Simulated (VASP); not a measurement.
Given:

```
OsTi
1.0
    3.08463     0.00000     0.00000
    0.00000     3.08463     0.00000
    0.00000     0.00000     3.08463
Ti Os
1 1
Direct
  0.50000   0.50000   0.50000
  0.00000   0.00000   0.00000
```

Calculation: PBEsol GGA, VASP's PBE PAW potentials (set 64) (plane waves; VASP). Settings: 300 eV cut-off, 14×14×14 Γ-centred mesh, Gaussian smearing of 0.10 eV, potentials Ti_sv Os.

At this cut-off the stress carries a Pulay error, which pulls relaxed volumes low.

**Question.** Give the stress tensor in GPa (positive for a compressed cell).

**Answer.** 
```
-6.37   0.00   0.00
 0.00  -6.37   0.00
 0.00   0.00  -6.37
```
The pressure is its mean diagonal, -6.37 GPa.

The structure comes from a computed database's TiOs entry (Pm-3m); how it stands against other phases isn't given here. The cell was not relaxed at this level.
